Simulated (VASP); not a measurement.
Input:

```xyz
1
Lattice="-1.4274 1.4274 1.4416 1.4274 -1.4274 1.4416 1.4274 1.4274 -1.4416" Properties=species:S:1:pos:R:3 pbc="T T T"
Fe     0.0000     0.0000     0.0000
```
Starting moments (μB, in the order of the record's atoms Fe): 2.7.

Method: r2SCAN meta-GGA, VASP's PBE PAW potentials (set 64) (plane waves; VASP 6.6.1). Settings: 480 eV cut-off, 16×16×16 Γ-centred mesh, first-order Methfessel-Paxton smearing of 0.10 eV, potentials Fe.

Estimate the cell moment, energy per atom (σ→0), band gap (on the k-mesh) with the smallest direct gap where there is one.

```json
{
  "band gap (on the k-mesh)": "none (metal, semimetal or under 0.01 eV)",
  "cell_moment": "2.61 μB",
  "energy per atom (σ→0)": "-14357 meV/atom"
}
```

Give the moment on each site (PAW-sphere projection).

| site | moment (μB) |
|---|---|
| Fe1 | 2.69 |

Total energies compare only between runs with the same potentials, cut-off and functional.

The compound is Fe in the bcc structure. This cell was strained or had an atom moved on purpose.
